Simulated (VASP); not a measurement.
# RuF2 (R-3m) in VASP: further runs, part 2 of 3

VASP 6.6.1. Earlier steps stand in the parts before.

### Step 4. Single point, PBEsol+U, collinear spin, random start

Input file INCAR:

```
PREC = Accurate
ENCUT = 520
EDIFF = 1E-6
ISMEAR = 0
SIGMA = 0.05
LREAL = False
LASPH = True
NELM = 80
ALGO = Normal
ISIF = 2
LWAVE = False
LCHARG = False
ISPIN = 2
MAGMOM = 0.28 0 0
LORBIT = 11
LMAXMIX = 4
LDAU = True
LDAUTYPE = 2
LDAUL = 2 -1
LDAUU = 8 0
LDAUJ = 0 0
LDAUPRINT = 1
GGA = PS
NBANDS = 25
```

Input file KPOINTS:

```
regular mesh
0
Gamma
  7 7 7
```

Input file POSCAR:

```
RuF2
1.0
    1.4766179400      0.8525257600      4.4643721500
   -1.4766179400      0.8525257600      4.4643721500
    0.0000000000     -1.7050515300      4.4643721500
Ru F
1 2
Direct
    0.0000000000      0.0000000000      0.0000000000
    0.2520000000      0.2520000000      0.2520000000
    0.7480000000      0.7480000000      0.7480000000
```

Potentials or basis: VASP PAW PBE potentials, release 64 (Ru_pv, F).

The run is started by

```
$ cat potpaw_PBE.64/Ru_pv/POTCAR potpaw_PBE.64/F/POTCAR > POTCAR
$ mpirun -np 1 vasp_std > vasp.out
```

OUTCAR:

```text
PREC = Accurate
   ENCUT = 520
   EDIFF = 1E-6
   ISMEAR = 0
   LREAL = False
   LASPH = True
   NELM = 80
   ISIF = 2
   ISPIN = 2
   LORBIT = 11
   GGA = PS

 ion  position               nearest neighbor table
   1  0.000  0.000  0.000-   3 2.02   2 2.02   3 2.02   3 2.02   2 2.02   2 2.02
   2  0.252  0.252  0.252-   1 2.02   1 2.02   1 2.02
   3  0.748  0.748  0.748-   1 2.02   1 2.02   1 2.02

  LATTYP: Found a trigonal (rhomboedric) cell.
 ALAT       =     4.7788931151
 COS(alpha) =     0.8090535270

  Lattice vectors:

 A1 = (   1.4766179400,   0.8525257600,   4.4643721500)
 A2 = (  -1.4766179400,   0.8525257600,   4.4643721500)
 A3 = (   0.0000000000,  -1.7050515300,   4.4643721500)

Analysis of symmetry for initial positions (statically):
=====================================================================
 Subroutine PRICEL returns:
 Original cell was already a primitive cell.

 Routine SETGRP: Setting up the symmetry group for a
 trigonal (rhombohedral) supercell.

 Subroutine GETGRP returns: Found 12 space group operations
 (whereof 12 operations were pure point group operations)
 out of a pool of 12 trial point group operations.

The static configuration has the point symmetry D_3d.

Analysis of symmetry for dynamics (positions and initial velocities):
=====================================================================
 Subroutine PRICEL returns:
 Original cell was already a primitive cell.

 Routine SETGRP: Setting up the symmetry group for a
 trigonal (rhombohedral) supercell.

 Subroutine GETGRP returns: Found 12 space group operations
 (whereof 12 operations were pure point group operations)
 out of a pool of 12 trial point group operations.

The dynamic configuration has the point symmetry D_3d.

Analysis of structural, dynamic, and magnetic symmetry:
=====================================================================
 Subroutine PRICEL returns:
 Original cell was already a primitive cell.

 Routine SETGRP: Setting up the symmetry group for a
 trigonal (rhombohedral) supercell.

 Subroutine GETGRP returns: Found 12 space group operations
 (whereof 12 operations were pure point group operations)
 out of a pool of 12 trial point group operations.

The overall configuration has the point symmetry D_3d.

 Subroutine INISYM returns: Found 12 space group operations
 (whereof 12 operations are pure point group operations),
 and found     1 'primitive' translations

----------------------------------------------------------------------------------------

                                     Primitive cell

  volume of cell :      33.7200
[... 134 lines left out ...]

 number of electron      28.0000000 magnetization      -0.0177044

 Free energy of the ion-electron system (eV)
  ---------------------------------------------------
  ext. energy  EPLUGINS =         0.00000000
  ---------------------------------------------------
  free energy    TOTEN  =        -7.21912489 eV

  energy without entropy =       -7.21912489  energy(sigma->0) =       -7.21912489

atom =   1  type =  1  l = 2

 onsite density matrix

spin component  1

  0.6768 -0.0000 -0.0000 -0.3578  0.0000
 -0.0000  0.4193 -0.0000  0.0000 -0.3578
 -0.0000 -0.0000  0.9316  0.0000 -0.0000
 -0.3578  0.0000  0.0000  0.4193  0.0000
  0.0000 -0.3578 -0.0000  0.0000  0.6768

spin component  2

  0.6772 -0.0000 -0.0000 -0.3576  0.0000
 -0.0000  0.4188 -0.0000  0.0000 -0.3576
 -0.0000 -0.0000  0.9316  0.0000 -0.0000
 -0.3576  0.0000  0.0000  0.4188  0.0000
  0.0000 -0.3576 -0.0000  0.0000  0.6772

 occupancies and eigenvectors

  o =  0.1678  v =  0.0000  0.0000  0.0000  0.0000  0.0000  0.0000  0.8185  0.0000  0.0000  0.5745      0.0000  0.0000  0.0000  0.0000  0.0000  0.0000  0.0000  0.0000  0.0000  0.0000
  o =  0.1678  v =  0.0000  0.0000  0.0000  0.0000  0.0000 -0.5745  0.0000  0.0000 -0.8185  0.0000      0.0000  0.0000  0.0000  0.0000  0.0000  0.0000  0.0000  0.0000  0.0000  0.0000
  o =  0.1678  v =  0.0000  0.8181  0.0000  0.0000  0.5751  0.0000  0.0000  0.0000  0.0000  0.0000      0.0000  0.0000  0.0000  0.0000  0.0000  0.0000  0.0000  0.0000  0.0000  0.0000
  o =  0.1678  v =  0.5751  0.0000  0.0000  0.8181 -0.0000  0.0000  0.0000  0.0000  0.0000  0.0000      0.0000  0.0000  0.0000  0.0000  0.0000  0.0000  0.0000  0.0000  0.0000  0.0000
  o =  0.9283  v =  0.0000  0.5751 -0.0000  0.0000 -0.8181  0.0000  0.0000  0.0000  0.0000  0.0000      0.0000  0.0000  0.0000  0.0000  0.0000  0.0000  0.0000  0.0000  0.0000  0.0000
  o =  0.9283  v = -0.8181  0.0000  0.0000  0.5751 -0.0000  0.0000  0.0000  0.0000  0.0000  0.0000      0.0000  0.0000  0.0000  0.0000  0.0000  0.0000  0.0000  0.0000  0.0000  0.0000
  o =  0.9283  v =  0.0000  0.0000  0.0000  0.0000  0.0000  0.0000 -0.5745  0.0000 -0.0000  0.8185      0.0000  0.0000  0.0000  0.0000  0.0000  0.0000  0.0000  0.0000  0.0000  0.0000
  o =  0.9283  v =  0.0000  0.0000  0.0000  0.0000  0.0000  0.8185  0.0000 -0.0000 -0.5745 -0.0000      0.0000  0.0000  0.0000  0.0000  0.0000  0.0000  0.0000  0.0000  0.0000  0.0000
  o =  0.9316  v =  0.0000  0.0000  0.0000  0.0000  0.0000 -0.0000  0.0000  1.0000  0.0000 -0.0000      0.0000  0.0000  0.0000  0.0000  0.0000  0.0000  0.0000  0.0000  0.0000  0.0000
  o =  0.9316  v =  0.0000 -0.0000 -1.0000  0.0000  0.0000  0.0000  0.0000  0.0000  0.0000  0.0000      0.0000  0.0000  0.0000  0.0000  0.0000  0.0000  0.0000  0.0000  0.0000  0.0000

 number of electron      27.9999999 magnetization      -0.0000147

 Free energy of the ion-electron system (eV)
  ---------------------------------------------------
  ext. energy  EPLUGINS =         0.00000000
  ---------------------------------------------------
  free energy    TOTEN  =       -11.40282863 eV

  energy without entropy =      -11.40282863  energy(sigma->0) =      -11.40282863

 E-fermi :   4.0418     XC(G=0): -11.4511

 val. band max:        3.7936439669   @ k =  -0.2857   0.1429   0.1429
 cond. band min:       8.4664978361   @ k =   0.0000   0.0000   0.0000
 fundamental gap:      4.6728538692
 Fermi energy:         4.0418378529

 spin component 1

 k-point     1 :       0.0000    0.0000    0.0000
  band No.  band energies     occupation
      1     -36.1126      1.00000
      2     -35.9989      1.00000
      3     -35.9989      1.00000
      4     -19.7100      1.00000
      5     -18.6995      1.00000
      6      -3.5972      1.00000
[... 1337 lines left out ...]
     24      26.2505      0.00000
     25      27.1425      0.00000

 [... further k-points ...]

------------------------ aborting loop because EDIFF is reached ----------------------------------------

  FORCE on cell =-STRESS in cart. coord.  units (eV):
  Direction    XX          YY          ZZ          XY          YZ          ZX
  --------------------------------------------------------------------------------------
  -------------------------------------------------------------------------------------
  Total        8.1549425      8.1549425      4.4889744      0.0000000     -0.0000000      0.0000000
  in kB      387.4754512    387.4754496    213.2899638      0.0000000     -0.0000002      0.0000000
  external PRESSURE =     329.4136215 kB  Pullay stress =       0.0000000 kB

 VOLUME and BASIS-vectors are now :
 -----------------------------------------------------------------------------
  energy-cutoff  :      520.00
  volume of cell :       33.72
      direct lattice vectors                 reciprocal lattice vectors
     1.476617940  0.852525760  4.464372150     0.338611625  0.195497513  0.074665221
    -1.476617940  0.852525760  4.464372150    -0.338611625  0.195497513  0.074665221
     0.000000000 -1.705051530  4.464372150     0.000000000 -0.390995026  0.074665221

 POSITION                                       TOTAL-FORCE (eV/Angst)
 -----------------------------------------------------------------------------------
      0.00000      0.00000      0.00000         0.000000      0.000000      0.000000
      0.00000     -0.00000      3.37507         0.000000      0.000000     -1.858432
      0.00000     -0.00000     10.01805         0.000000     -0.000000      1.858432
 -----------------------------------------------------------------------------------
    total drift:                               -0.000000      0.000000     -0.000000

  FREE ENERGIE OF THE ION-ELECTRON SYSTEM (eV)
  ---------------------------------------------------
  free  energy   TOTEN  =       -11.4028286336 eV

  energy  without entropy=      -11.4028286336  energy(sigma->0) =      -11.40282863

 total charge

# of ion       s       p       d       tot
------------------------------------------
    1        0.234   6.212   6.193  12.639
    2        1.733   4.393   0.000   6.126
    3        1.733   4.393   0.000   6.126
--------------------------------------------------
tot          3.700  14.998   6.193  24.892

 magnetization (x)

# of ion       s       p       d       tot
------------------------------------------
    1        0.000  -0.000   0.000   0.000
    2       -0.000  -0.000   0.000  -0.000
    3       -0.000  -0.000   0.000  -0.000
--------------------------------------------------
tot          0.000  -0.000   0.000  -0.000
```

stdout:

```text
POSCAR found type information on POSCAR RuF
 POSCAR found :  2 types and       3 ions
 scaLAPACK will be used
 -----------------------------------------------------------------------------
|                                                                             |
|                                                                             |
|     You enforced a specific xc type in the INCAR file but a different       |
|     I HOPE YOU KNOW WHAT YOU ARE DOING!                                     |
|                                                                             |
 -----------------------------------------------------------------------------

 LDA part: xc-table for (Slater+PW92), standard interpolation
 POSCAR, INCAR and KPOINTS ok, starting setup
 FFT: planning ... GRIDC
 FFT: planning ... GRID_SOFT
 FFT: planning ... GRID
 WAVECAR not read
 entering main loop
```

It took 88 s on 1 thread of AMD EPYC 9R45 (Zen 5), shared host; peak memory 0.24 GiB.

Results:

* Free energy: -11.4028 eV
* Pressure: 32.9 GPa
* Largest force: 1.858 eV/Å
* Band gap on the k mesh: 4.67 eV, indirect (least direct gap 4.72 eV)
* Net moment: 0.00 μB per cell
* Valence electrons inside the program's atomic spheres: Ru 12.64; F 6.13

Forces on the atoms (eV/Å):
```
Ru   0.000  0.000  0.000
F    0.000  0.000 -1.858
F    0.000  0.000  1.858
```

Stress tensor (GPa, compression positive):
```
38.75  0.00  0.00
 0.00 38.75  0.00
 0.00  0.00 21.33
```

Eigenvalues of the final occupation matrices:
```csv
site,spin,trace,eigenvalues
site 1 d,1,3.12,0.17 0.17 0.93 0.93 0.93
site 1 d,2,3.12,0.17 0.17 0.93 0.93 0.93
```

Caveat: a pressure of tens of GPa on the cell as given is suspect, and the run, the potentials or the cell itself is likely at fault; the PAW data sets were made with another functional, which shifts forces and pressure a little; an odd mesh through Γ misses points on the zone boundary, where band edges often lie.

### Step 5. Single point, PBEsol+U, collinear spin, ferromagnetic start

Input file INCAR:

```
SYSTEM = RuF2
ALGO = Normal ; EDIFF = 1E-6
ENCUT = 520 ; GGA = PS
ISIF = 2 ; ISMEAR = 0
ISPIN = 2 ; LASPH = .TRUE.
LCHARG = .FALSE. ; LDAU = .TRUE.
LDAUJ = 0 0 ; LDAUL = 2 -1
LDAUPRINT = 1 ; LDAUTYPE = 2
LDAUU = 8 0 ; LMAXMIX = 4
LORBIT = 11 ; LREAL = .FALSE.
LWAVE = .FALSE. ; MAGMOM = 1 0 0
NELM = 80 ; NUPDOWN = 0
PREC = Accurate ; SIGMA = 0.05
```

Input file KPOINTS:

```
k-points
0
G
  7 7 7
  0 0 0
```

POSCAR is that of step 4.

Potentials or basis: VASP PAW PBE potentials, release 64 (Ru_pv, F).

The run is started by

```
$ cat potpaw_PBE.64/Ru_pv/POTCAR potpaw_PBE.64/F/POTCAR > POTCAR
$ mpirun -np 1 vasp_std > vasp.out
```

OUTCAR:

```text
SYSTEM = RuF2
   EDIFF = 1E-6
   ENCUT = 520
   GGA = PS
   ISIF = 2
   ISMEAR = 0
   ISPIN = 2
   LASPH = .TRUE.
   LORBIT = 11
   LREAL = .FALSE.
   NELM = 80
   NUPDOWN = 0
   PREC = Accurate

 ion  position               nearest neighbor table
   1  0.000  0.000  0.000-   3 2.02   2 2.02   3 2.02   3 2.02   2 2.02   2 2.02
   2  0.252  0.252  0.252-   1 2.02   1 2.02   1 2.02
   3  0.748  0.748  0.748-   1 2.02   1 2.02   1 2.02

  LATTYP: Found a trigonal (rhomboedric) cell.
 ALAT       =     4.7788931151
 COS(alpha) =     0.8090535270

[... 1330 lines left out ...]
  energy-cutoff  :      520.00
  volume of cell :       33.72
      direct lattice vectors                 reciprocal lattice vectors
     1.476617940  0.852525760  4.464372150     0.338611625  0.195497513  0.074665221
    -1.476617940  0.852525760  4.464372150    -0.338611625  0.195497513  0.074665221
     0.000000000 -1.705051530  4.464372150     0.000000000 -0.390995026  0.074665221

 POSITION                                       TOTAL-FORCE (eV/Angst)
 -----------------------------------------------------------------------------------
      0.00000      0.00000      0.00000         0.000000     -0.000000     -0.000000
      0.00000     -0.00000      3.37507         0.000000      0.000000     -1.857925
      0.00000     -0.00000     10.01805         0.000000     -0.000000      1.857925
 -----------------------------------------------------------------------------------
    total drift:                               -0.000000     -0.000000     -0.000000

  FREE ENERGIE OF THE ION-ELECTRON SYSTEM (eV)
  ---------------------------------------------------
  free  energy   TOTEN  =       -11.4028292918 eV

  energy  without entropy=      -11.4028292918  energy(sigma->0) =      -11.40282929

 total charge

# of ion       s       p       d       tot
------------------------------------------
    1        0.234   6.212   6.193  12.639
    2        1.733   4.393   0.000   6.126
    3        1.733   4.393   0.000   6.126
--------------------------------------------------
tot          3.700  14.998   6.193  24.892

 magnetization (x)

# of ion       s       p       d       tot
------------------------------------------
    1       -0.000  -0.000   0.000   0.000
    2       -0.000  -0.000   0.000  -0.000
    3       -0.000  -0.000   0.000  -0.000
--------------------------------------------------
tot         -0.000  -0.000   0.000  -0.000
```

Run time: 85 s. Hardware: 1 thread of AMD EPYC 9R45 (Zen 5), shared host; peak memory 0.23 GiB.

What came out:

| Quantity | Value |
| --- | --- |
| Free energy | -11.4028 eV |
| Pressure | 32.9 GPa |
| Largest force | 1.858 eV/Å |
| Net moment | 0.00 μB per cell |
| Valence electrons inside the program's atomic spheres | Ru 12.64; F 6.13 |

Forces on the atoms (eV/Å):
```
Ru   0.000  0.000  0.000
F    0.000  0.000 -1.858
F    0.000  0.000  1.858
```

Eigenvalues of the final occupation matrices:
```tsv
site	spin	trace	eigenvalues
site 1 d	1	3.12	0.17 0.17 0.93 0.93 0.93
site 1 d	2	3.12	0.17 0.17 0.93 0.93 0.93
```

Caveat: a pressure of tens of GPa on the cell as given is suspect, and the run, the potentials or the cell itself is likely at fault; the PAW data sets were made with another functional, which shifts forces and pressure a little; the total moment is fixed, so each spin has its own Fermi level.

(Part 2 of 3 ends here.)
